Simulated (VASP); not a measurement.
These are rev-vdW-DF2, VASP's PBE PAW potentials (set 64) (plane waves; VASP) values and carry that method's errors.

VASP ran on this input.

INCAR:
```
# general
SYSTEM   = TiCo
PREC     = Accurate
ENCUT    = 520
LREAL    = F
LASPH    = T

# electronic loop
EDIFF    = 1E-7
NELM     = 100
ALGO     = Normal
LMAXMIX  = 4

# smearing
ISMEAR   = 1
SIGMA    = 0.1

# functional
GGA      = MK
LUSE_VDW = T
AGGAC    = 0.0
PARAM1   = 0.1234568
PARAM2   = 0.7114
ZAB_VDW  = -1.8867

# ions
ISIF     = 2

# output
LWAVE    = F
LCHARG   = F
```

File KPOINTS:
```
Regular mesh
0
G
  12 12 12
```

### POSCAR
```
TiCo
1
    2.9189013330     0.0000000000     0.0000000000
    0.0000000000     2.9189013330     0.0000000000
    0.0000000000     0.0000000000     2.9189013330
Ti Co
1 1
Direct
  0.0000000000   0.0000000000   0.0000000000
  0.5000000000   0.5000000000   0.5000000000
```

POTCAR, in this order: Ti_sv Co (PBE.64 set). Program: vasp_std.

The run wrote:

File OUTCAR:
```
 ion  position               nearest neighbor table
   1  0.000  0.000  0.000-   2 2.53   2 2.53   2 2.53   2 2.53   2 2.53   2 2.53   2 2.53   2 2.53
  LATTYP: Found a simple cubic cell.
 ALAT       =     2.9189013330
 Subroutine PRICEL returns:
 Original cell was already a primitive cell.
 Subroutine GETGRP returns: Found 48 space group operations
The static configuration has the point symmetry O_h .
The dynamic configuration has the point symmetry O_h .
 Subroutine INISYM returns: Found 48 space group operations
 Subroutine IBZKPT returns following result:
 Found     84 irreducible k-points:

 Following reciprocal coordinates:
            Coordinates               Weight
  0.000000  0.000000  0.000000      1.000000
  0.083333  0.000000  0.000000      6.000000
  0.166667  0.000000  0.000000      6.000000
  0.250000  0.000000  0.000000      6.000000
  0.333333  0.000000  0.000000      6.000000
  0.416667  0.000000  0.000000      6.000000
  0.500000  0.000000  0.000000      3.000000
  0.083333  0.083333  0.000000     12.000000
  0.166667  0.083333  0.000000     24.000000
  0.250000  0.083333  0.000000     24.000000
...
```

**OSZICAR**
```
       N       E                     dE             d eps       ncg     rms          rms(c)
DAV:   1     0.158269395499E+03    0.15827E+03   -0.10543E+04  2352   0.192E+03
DAV:   2    -0.342143522983E+01   -0.16169E+03   -0.15895E+03  2406   0.414E+02
DAV:   3    -0.129229124285E+02   -0.95015E+01   -0.94251E+01  3898   0.109E+02
DAV:   4    -0.131424969218E+02   -0.21958E+00   -0.21844E+00  2820   0.138E+01
DAV:   5    -0.131509769075E+02   -0.84800E-02   -0.84798E-02  3526   0.254E+00    0.140E+01
DAV:   6    -0.113788901066E+02    0.17721E+01   -0.12052E+01  2896   0.537E+01    0.612E+00
DAV:   7    -0.135185005934E+02   -0.21396E+01   -0.24622E+01  3778   0.494E+01    0.214E+01
DAV:   8    -0.109816355671E+02    0.25369E+01   -0.14490E+01  3492   0.386E+01    0.183E+00
DAV:   9    -0.110139499917E+02   -0.32314E-01   -0.23117E-01  3178   0.484E+00    0.181E+00
DAV:  10    -0.109978621367E+02    0.16088E-01   -0.75774E-02  3528   0.358E+00    0.457E-01
DAV:  11    -0.109966729313E+02    0.11892E-02   -0.50416E-03  2938   0.831E-01    0.274E-01
DAV:  12    -0.109961752083E+02    0.49772E-03   -0.18011E-03  3462   0.365E-01    0.769E-02
DAV:  13    -0.109961279275E+02    0.47281E-04   -0.13827E-04  2874   0.116E-01    0.394E-02
DAV:  14    -0.109961176359E+02    0.10292E-04   -0.61600E-05  3388   0.751E-02    0.337E-03
DAV:  15    -0.109961177739E+02   -0.13797E-06   -0.18457E-06  2606   0.173E-02    0.155E-03
DAV:  16    -0.109961178304E+02   -0.56529E-07   -0.10129E-07  1724   0.445E-03
   1 F= -.10996118E+02 E0= -.10995686E+02  d E =-.129526E-02
```

OUTCAR:
```
------------------------ aborting loop because EDIFF is reached ----------------------------------------
  FORCE on cell =-STRESS in cart. coord.  units (eV):
  Direction    XX          YY          ZZ          XY          YZ          ZX
  --------------------------------------------------------------------------------------
  Total        0.8862380      0.8862380      0.8862380     -0.0000000     -0.0000000     -0.0000000
  in kB       57.0956062     57.0956062     57.0956062     -0.0000000     -0.0000000     -0.0000000
  external PRESSURE =      57.0956062 kB  Pullay stress =       0.0000000 kB
  volume of cell :       24.87
      direct lattice vectors                 reciprocal lattice vectors
     2.918901333  0.000000000  0.000000000     0.342594657  0.000000000  0.000000000
     0.000000000  2.918901333  0.000000000     0.000000000  0.342594657  0.000000000
     0.000000000  0.000000000  2.918901333     0.000000000  0.000000000  0.342594657
 POSITION                                       TOTAL-FORCE (eV/Angst)
 -----------------------------------------------------------------------------------
      0.00000      0.00000      0.00000         0.000000      0.000000      0.000000
      1.45945      1.45945      1.45945         0.000000      0.000000      0.000000
 -----------------------------------------------------------------------------------
    total drift:                                0.000000      0.000000     -0.000000
  FREE ENERGIE OF THE ION-ELECTRON SYSTEM (eV)
  ---------------------------------------------------
  free  energy   TOTEN  =       -10.9961178304 eV

  energy  without entropy=      -10.9948225685  energy(sigma->0) =      -10.99568608
```
(Selected blocks of OUTCAR.)

The compound is TiCo in the CsCl type structure. This cell is one point of a volume scan, at 0.97 of the reference volume. The run is not spin-polarised, so no magnetic state was tried. The electron count is odd and the run is not spin-polarised, which forces a metal.
